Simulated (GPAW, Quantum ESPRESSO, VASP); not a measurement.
One structure in several programs: Fe3Ga (Pm-3m, 4 atoms in the cell)

Self-consistent single point, at a second geometry (lattice scaled by 0.98). First geometry:

```
CELL_PARAMETERS angstrom
      3.63803     0.00000     0.00000
      0.00000     3.63803     0.00000
      0.00000     0.00000     3.63803
ATOMIC_POSITIONS crystal
  Ga 0.00000 0.00000 0.00000
  Fe 0.00000 0.50000 0.50000
  Fe 0.50000 0.00000 0.50000
  Fe 0.50000 0.50000 0.00000
```
Moments meant for the start (each program seeds them in its own way; μB, in the order of the atoms Ga Fe Fe Fe): 0.0 4.0 4.0 4.0.

Shared settings, as Quantum ESPRESSO writes them: occupations = smearing; smearing = gauss; degauss = 0.019992 Ry; nspin = 2; K_POINTS = automatic 6 6 6 0 0 0. Potentials and cutoffs stand in the table.

```csv
code,model,ΔF from the first geometry (meV/atom),pressure (GPa),size of the net moment (μB/atom),cutoff
VASP,"LDA (PZ), VASP's LDA PAW potentials (set 64)",-40.8,-4.35,1.54,300 eV
Quantum ESPRESSO,"LDA (PZ), GBRV 1.5 ultrasoft (LDA) pseudopotentials",-34.9,-2.86,1.64,50 Ry
GPAW,"LDA (Perdew-Wang 92), GPAW PAW datasets LDA (gpaw-data 1.0.1)",-30.8,-2.01,1.58,800 eV
```

On VASP's run: the magnetic order is the one reached from the typed start; others were not searched systematically.

The spread over the programs that give each value: ΔF from the first geometry within 10.0 meV/atom; pressure within 2.34 GPa; size of the net moment within 0.10 μB/atom.

In the pressure, VASP (by 1.49) lies more than 1 GPa from the median of the plane-wave programs.

VASP's run is marked for a possible Pulay error in its stress at this cutoff; no cutoff test was made.

The starting cell comes from a database of computed structures (which also holds hypothetical and non-ambient phases and stackings), without a prior relaxation at this level. For this run, on top of that: lattice scaled by 0.98.

Left out of this page: Ansatz, ABINIT, Elk, FLEUR and SIESTA (not drawn, or without a comparable value).
